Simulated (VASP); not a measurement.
# Pm (space group Fm-3m): computed properties

All values below come from r2SCAN meta-GGA, VASP's PBE PAW potentials (set 64) (plane waves; VASP).

For Pm, the space group is Fm-3m (225). The cell comes out as a = b = c = 5.1752 Å, α = β = γ = 90.00° and the volume per atom is 34.65 Å^3/atom. The band gap (over mesh and band path) is none (metal, semimetal or under 0.01 eV) and the band gap with spin-orbit coupling is none (metallic). The density is 6.94 g/cm³.

Pm is taken in the cubic space group Fm-3m (No. 225), the fcc (Cu type) structure, Pearson symbol cF4. Conventional cell: a = b = c = 5.1752 Å, α = β = γ = 90.00°. Pm on 4a has 12 Pm at 3.659 Å and 6 Pm at 5.175 Å. (Neighbours: up to the widest gap in distance over summed covalent radii, below 1.35, at either atom.)
(The calculation used a cell of 1 atom; values per cell refer to that cell.)

The 4f electrons are frozen in the core of the lanthanide potential, so 4f levels, which can set the real gap, and their magnetism are missing.

The structure comes from a computed database's Pm entry (Fm-3m); how it stands against other phases isn't given here. It was relaxed first. Symmetry was kept, so distortions that lower it aren't found.
